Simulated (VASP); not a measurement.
Output of a VASP run:

File OUTCAR:
```
 ion  position               nearest neighbor table
   1  0.000  0.000  0.000-   2 2.24   2 2.24   2 2.24   2 2.24   2 2.24   2 2.24
   2  0.500  0.500  0.500-   1 2.24   1 2.24   1 2.24   1 2.24   1 2.24   1 2.24
  LATTYP: Found a face centered cubic cell.
 ALAT       =     4.4849036086
 Subroutine PRICEL returns:
 Original cell was already a primitive cell.
 Subroutine GETGRP returns: Found 48 space group operations
The static configuration has the point symmetry O_h .
The dynamic configuration has the point symmetry O_h .
 Subroutine INISYM returns: Found 48 space group operations
 Subroutine IBZKPT returns following result:
 Found    145 irreducible k-points:

 Following reciprocal coordinates:
            Coordinates               Weight
  0.000000  0.000000  0.000000      1.000000
  0.062500  0.000000  0.000000      8.000000
  0.125000  0.000000  0.000000      8.000000
  0.187500  0.000000  0.000000      8.000000
  0.250000  0.000000  0.000000      8.000000
  0.312500  0.000000  0.000000      8.000000
  0.375000  0.000000  0.000000      8.000000
  0.437500  0.000000  0.000000      8.000000
  0.500000  0.000000  0.000000      4.000000
  0.062500  0.062500  0.000000      6.000000
  0.125000  0.062500  0.000000     24.000000
  0.187500  0.062500  0.000000     24.000000
  0.250000  0.062500  0.000000     24.000000
  0.312500  0.062500  0.000000     24.000000
  0.375000  0.062500  0.000000     24.000000
  0.437500  0.062500  0.000000     24.000000
  0.500000  0.062500  0.000000     24.000000
 -0.437500  0.062500  0.000000     24.000000
 -0.375000  0.062500  0.000000     24.000000
 -0.312500  0.062500  0.000000     24.000000
 -0.250000  0.062500  0.000000     24.000000
 -0.187500  0.062500  0.000000     24.000000
 -0.125000  0.062500  0.000000     24.000000
 -0.062500  0.062500  0.000000     12.000000
  0.125000  0.125000  0.000000      6.000000
  0.187500  0.125000  0.000000     24.000000
  0.250000  0.125000  0.000000     24.000000
  0.312500  0.125000  0.000000     24.000000
  0.375000  0.125000  0.000000     24.000000
  0.437500  0.125000  0.000000     24.000000
  0.500000  0.125000  0.000000     24.000000
 -0.437500  0.125000  0.000000     24.000000
 -0.375000  0.125000  0.000000     24.000000
 -0.312500  0.125000  0.000000     24.000000
 -0.250000  0.125000  0.000000     24.000000
 -0.187500  0.125000  0.000000     24.000000
 -0.125000  0.125000  0.000000     12.000000
  0.187500  0.187500  0.000000      6.000000
  0.250000  0.187500  0.000000     24.000000
  0.312500  0.187500  0.000000     24.000000
   k-points           NKPTS =    145   k-points in BZ     NKDIM =    145   number of bands    NBANDS=     11
   number of dos      NEDOS =    601   number of ions     NIONS =      2
   total plane-waves  NPLWV =  13824
   dimension x,y,z NGX =    24 NGY =   24 NGZ =   24
   dimension x,y,z NGXF=    48 NGYF=   48 NGZF=   48
   ions per type =               1   1
   PREC   = accura    normal or accurate (medium, high low for compatibility)
   ISTART =      0    job   : 0-new  1-cont  2-samecut
   ICHARG =      2    charge: 1-file 2-atom 10-const
   ISPIN  =      1    spin polarized calculation?
   LNONCOLLINEAR =      F non collinear calculations
   LSORBIT =      F    spin-orbit coupling
   INIWAV =      1    electr: 0-lowe 1-rand  2-diag
   ENCUT  =  520.0 eV  38.22 Ry    6.18 a.u.   5.90  5.90  5.90*2*pi/ulx,y,z
   NELM   =    100;   NELMIN=  2; NELMDL= -5     # of ELM steps
   EDIFF  = 0.1E-06   stopping-criterion for ELM
   LREAL  =      F    real-space projection
   NLSPLINE    = F    spline interpolate recip. space projectors
   LMAXMIX     =    6 max onsite mixed and CHGCAR
   VOSKOWN=      0    Vosko Wilk Nusair interpolation
   EDIFFG = 0.1E-05   stopping-criterion for IOM
   NSW    =      0    number of steps for IOM
   NBLOCK =      1;   KBLOCK =      1    inner block; outer block
   IBRION =     -1    ionic relax: 0-MD 1-quasi-New 2-CG
...
```

File OSZICAR:
```
       N       E                     dE             d eps       ncg     rms          rms(c)
DAV:   1     0.370489031524E+02    0.37049E+02   -0.82497E+03  3190   0.129E+03
DAV:   2    -0.230049567573E+02   -0.60054E+02   -0.56643E+02  4150   0.251E+02
DAV:   3    -0.251401602849E+02   -0.21352E+01   -0.21191E+01  4046   0.418E+01
DAV:   4    -0.251588743727E+02   -0.18714E-01   -0.18696E-01  3752   0.384E+00
DAV:   5    -0.251592219083E+02   -0.34754E-03   -0.34865E-03  4143   0.361E-01    0.531E+01
DAV:   6    -0.226022235160E+02    0.25570E+01   -0.13166E+01  3724   0.262E+01    0.430E+01
DAV:   7    -0.225323523429E+02    0.69871E-01   -0.61848E-01  3625   0.716E+00    0.255E+01
DAV:   8    -0.225160431205E+02    0.16309E-01   -0.89682E-02  3753   0.290E+00    0.472E+00
DAV:   9    -0.225097232749E+02    0.63198E-02   -0.37926E-02  3750   0.139E+00    0.166E+00
DAV:  10    -0.225091721715E+02    0.55110E-03   -0.26921E-03  3753   0.454E-01    0.703E-02
DAV:  11    -0.225091803368E+02   -0.81653E-05   -0.80028E-05  3787   0.102E-01    0.600E-02
DAV:  12    -0.225091811577E+02   -0.82090E-06   -0.82174E-06  3747   0.270E-02    0.155E-02
DAV:  13    -0.225091809624E+02    0.19532E-06   -0.41558E-07  3642   0.698E-03    0.230E-03
DAV:  14    -0.225091809517E+02    0.10646E-07   -0.58622E-09  1988   0.818E-04
   1 F= -.22509181E+02 E0= -.22509181E+02  d E =0.000000E+00
```

### OUTCAR
```
------------------------ aborting loop because EDIFF is reached ----------------------------------------
  FORCE on cell =-STRESS in cart. coord.  units (eV):
  Direction    XX          YY          ZZ          XY          YZ          ZX
  --------------------------------------------------------------------------------------
  Total       -0.0123994     -0.0123994     -0.0123994     -0.0000000      0.0000000      0.0000000
  in kB       -0.8808719     -0.8808719     -0.8808719     -0.0000000      0.0000000      0.0000000
  external PRESSURE =      -0.8808719 kB  Pullay stress =       0.0000000 kB
  volume of cell :       22.55
      direct lattice vectors                 reciprocal lattice vectors
     0.000000000  2.242451804  2.242451804    -0.222970232  0.222970232  0.222970232
     2.242451804  0.000000000  2.242451804     0.222970232 -0.222970232  0.222970232
     2.242451804  2.242451804  0.000000000     0.222970232  0.222970232 -0.222970232
 POSITION                                       TOTAL-FORCE (eV/Angst)
 -----------------------------------------------------------------------------------
      0.00000      0.00000      0.00000         0.000000      0.000000      0.000000
      2.24245      2.24245      2.24245         0.000000      0.000000      0.000000
 -----------------------------------------------------------------------------------
    total drift:                                0.000000     -0.000000     -0.000000
  FREE ENERGIE OF THE ION-ELECTRON SYSTEM (eV)
  ---------------------------------------------------
  free  energy   TOTEN  =       -22.5091809517 eV

  energy  without entropy=      -22.5091809517  energy(sigma->0) =      -22.50918095

 total charge

# of ion       s       p       d       tot
------------------------------------------
    1        0.299   6.605   1.810   8.714
    2        1.228   2.509   0.000   3.737
--------------------------------------------------
tot          1.527   9.114   1.810  12.452
```
(Selected blocks of OUTCAR.)

**POSCAR**
```
HfN
1
    0.0000000000     2.2424518043     2.2424518043
    2.2424518043     0.0000000000     2.2424518043
    2.2424518043     2.2424518043     0.0000000000
Hf N
1 1
Direct
  0.0000000000   0.0000000000   0.0000000000
  0.5000000000   0.5000000000   0.5000000000
```

### Question
Write an INCAR and KPOINTS that could have produced this output.

### Answer
One answer among several that fit: the input of the run itself, AM05 GGA, plane waves, VASP's PBE PAW potentials (set 64).

INCAR:
```
! general
SYSTEM   =  HfN
PREC     =  Accurate
ENCUT    =  520
LREAL    =  .False.
LASPH    =  .True.

! electronic loop
EDIFF    =  1E-7
NELM     =  100
ALGO     =  Normal
LMAXMIX  =  6

! smearing
ISMEAR   =  -5

! functional
GGA      =  AM

! ions
ISIF     =  2

! output
LWAVE    =  .False.
LCHARG   =  .True.
LORBIT   =  11
NEDOS    =  601
```

**KPOINTS**
```
K-points
0
Gamma
16 16 16
0 0 0
```

POTCAR, in this order: Hf_pv N (PBE.64 set). Program: vasp_std.

For a metal the tetrahedron method with Blöchl corrections gives inexact stress and forces.

The compound is HfN in the rock salt structure. It was relaxed first. The electron count is odd and the run is not spin-polarised, which forces a metal.
